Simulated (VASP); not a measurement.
Input:

```
Tm
1.0
    1.77946    -3.08211     0.00000
    1.77946     3.08211     0.00000
    0.00000     0.00000     5.52231
Tm
2
Direct
  0.33333   0.66667   0.25000
  0.66667   0.33333   0.75000
```

Computed with PBE GGA, VASP's PBE PAW potentials (set 64) (plane waves; VASP 6.6.1). Run with 530 eV cut-off, 11×11×6 Γ-centred mesh, first-order Methfessel-Paxton smearing of 0.10 eV, potentials Tm_3.

The 4f electrons are frozen in the core of the lanthanide potential, so 4f levels, which can set the real gap, and their magnetism are missing. Finite-difference elastic constants of metals are sensitive to mesh and smearing; shear constants can be off by tens of GPa.

Give the elastic stiffness tensor with the ions relaxed (GPa, in the frame of the cell).

```
      xx    yy    zz    yz    xz    xy
--  ----  ----  ----  ----  ----  ----
xx  90.7  27.0  21.6   0.0   0.0   0.0
yy  27.0  90.7  21.6   0.0   0.0   0.0
zz  21.6  21.6  84.9   0.0   0.0   0.0
yz   0.0   0.0   0.0  33.5   0.0   0.0
xz   0.0   0.0   0.0   0.0  33.5   0.0
xy   0.0   0.0   0.0   0.0   0.0  31.9
```

Predict the Hill bulk modulus, Hill shear modulus, Young's modulus, Poisson's ratio.

```yaml
hill_bulk_modulus: 45.1 GPa
hill_shear_modulus: 32.8 GPa
Young's modulus: 79.3 GPa
Poisson's ratio: 0.207
```

The compound is Tm in the hcp structure. It was relaxed first.
